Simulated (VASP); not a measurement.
OSZICAR of a VASP run on CoGa (CsCl type):

### OSZICAR
```
       N       E                     dE             d eps       ncg     rms          rms(c)
DAV:   1     0.993051471740E+02    0.99305E+02   -0.10841E+04  2624   0.264E+03
DAV:   2    -0.635862781019E+01   -0.10566E+03   -0.10343E+03  2618   0.358E+02
DAV:   3    -0.113251033016E+02   -0.49665E+01   -0.49468E+01  2982   0.820E+01
DAV:   4    -0.113977536651E+02   -0.72650E-01   -0.72640E-01  3340   0.939E+00
DAV:   5    -0.113997653675E+02   -0.20117E-02   -0.20117E-02  3158   0.133E+00    0.949E+00
DAV:   6    -0.122375341078E+02   -0.83777E+00   -0.20167E+01  2894   0.608E+01    0.105E+01
DAV:   7    -0.104898850310E+02    0.17476E+01   -0.81861E+00  2653   0.450E+01    0.188E+00
DAV:   8    -0.104684716768E+02    0.21413E-01   -0.22837E-01  3028   0.552E+00    0.602E-01
DAV:   9    -0.104629978848E+02    0.54738E-02   -0.16686E-02  3502   0.213E+00    0.119E-01
DAV:  10    -0.104627294886E+02    0.26840E-03   -0.54167E-04  3429   0.345E-01    0.605E-02
DAV:  11    -0.104627191962E+02    0.10292E-04   -0.58114E-05  3489   0.135E-01    0.113E-02
DAV:  12    -0.104627185979E+02    0.59832E-06   -0.32825E-06  3440   0.310E-02    0.217E-03
DAV:  13    -0.104627185146E+02    0.83343E-07   -0.23885E-07  2309   0.782E-03
   1 F= -.10462719E+02 E0= -.10463049E+02  d E =0.990088E-03
```

Task: Which electronic solver shows in the log?

Result: It is blocked Davidson (ALGO = Normal, or the opening steps of other solvers). The INCAR had ALGO = Normal.

Task: How was spin treated?

Result: Without spin polarisation: there is no mag entry.

Task: Can the final energy be trusted as converged?

Result: The calculation finished and met its thresholds. It stopped with EDIFF = 1E-7, NELM = 100 (PW91 GGA, plane waves, VASP's PBE PAW potentials (set 64)).

The compound is CoGa in the CsCl type structure. This cell is one point of a volume scan, at 0.97 of the reference volume. The run is not spin-polarised, so no magnetic state was tried.
